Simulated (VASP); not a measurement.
All values below come from PBE GGA, VASP's PBE PAW potentials (set 64) (plane waves; VASP).

Input for VASP

### POSCAR
```
ZnS
1
    0.0000000000     2.7205248772     2.7205248772
    2.7205248772    -0.0000000000     2.7205248772
    2.7205248772     2.7205248772    -0.0000000000
Zn S
1 1
Direct
  0.0000000000   0.0000000000   0.0000000000
  0.2500000000   0.2500000000   0.2500000000
```

### INCAR
```
GGA=PE
EDIFF=1E-7   # SCF stop (eV)
LCHARG=F
SIGMA=0.01   # width (eV)
SYSTEM=ZnS
CSHIFT=0.1
NELM=100   # most electronic steps
NEDOS=1001
LWAVE=F
LMAXMIX=4   # l cut-off of mixed one-centre charges
ENCUT=400
LREAL=F   # projection in real space or not
LOPTICS=T
LASPH=T   # aspherical one-centre terms
NBANDS=39
ALGO=Normal   # blocked Davidson
ISMEAR=0
PREC=Accurate
```

KPOINTS:
```
Automatic
0
G
 11 11 11
```

POTCAR, in this order: Zn S (PBE.64 set). Program: vasp_std.

What will the output report for the number of irreducible k-points (NKPTS), largest plane-wave count, number of space-group operations, FFT grid (NGX, NGY, NGZ)?

The number of irreducible k-points (NKPTS) is 56 and the largest plane-wave count is 748. The number of space-group operations is 24 and the FFT grid (NGX, NGY, NGZ) is 28 × 28 × 28.

The compound is ZnS in the zinc blende structure. It was relaxed first.
